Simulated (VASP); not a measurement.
A VASP calculation is set up with these files.

### INCAR
```
ALGO = Normal
EDIFF = 1E-6
EDIFFG = -0.02
ENCUT = 500
GGA = PE
IBRION = 2
ISIF = 3
ISMEAR = 0
LASPH = .TRUE.
LCHARG = .FALSE.
LREAL = .FALSE.
LWAVE = .FALSE.
NELM = 100
NSW = 40
PREC = Accurate
PSTRESS = 300
SIGMA = 0.05
SYSTEM = NaCl
```

**POSCAR**
```
NaCl
1
    0.0000000000     2.5235201153     2.5235201153
    2.5235201153     0.0000000000     2.5235201153
    2.5235201153     2.5235201153     0.0000000000
Na Cl
1 1
Direct
  0.0000000000   0.0000000000   0.0000000000
  0.5000000000   0.5000000000   0.5000000000
```

KPOINTS:
```
Automatic mesh
0
Gamma
9 9 9
0 0 0
```

POTCAR, in this order: Na_pv Cl (PBE.64 set). Program: vasp_std.

Question: Write an equivalent input for Quantum ESPRESSO's pw.x.

Answer: One equivalent input (not run):
```
&CONTROL
  calculation = 'vc-relax'
  pseudo_dir = './pseudo'
  outdir = './out'
  tprnfor = .true.
  tstress = .true.
  nstep = 40
  forc_conv_thr = 0.00078
/
&SYSTEM
  ibrav = 0
  nat = 2
  ntyp = 2
  ecutwfc = 88
  occupations = 'smearing'
  smearing = 'gaussian'
  degauss = 0.003675
  input_dft = 'pbe'
/
&ELECTRONS
  conv_thr = 7.3e-08
  electron_maxstep = 100
/
&IONS
/
&CELL
  press = 300
/
ATOMIC_SPECIES
  Na 22.990 Na.upf
  Cl 35.450 Cl.upf
CELL_PARAMETERS angstrom
     0.0000000    2.5235201    2.5235201
     2.5235201    0.0000000    2.5235201
     2.5235201    2.5235201    0.0000000
ATOMIC_POSITIONS crystal
  Na   0.0000000  0.0000000  0.0000000
  Cl   0.5000000  0.5000000  0.5000000
K_POINTS automatic
  9 9 9 0 0 0
```
What does not carry over: the potentials are each code's own (VASP's PAW set, PseudoDojo norm-conserving files in pw.x), so ENCUT and ecutwfc are chosen apart and not converted; conv_thr bounds pw.x's estimated SCF error, while EDIFF bounds the energy change between steps; forc_conv_thr acts on force components and is met together with etot_conv_thr.

The compound is NaCl in the rock salt structure. This run relaxes it under an external pressure of 30 GPa. Symmetry was kept, so distortions that lower it aren't found.
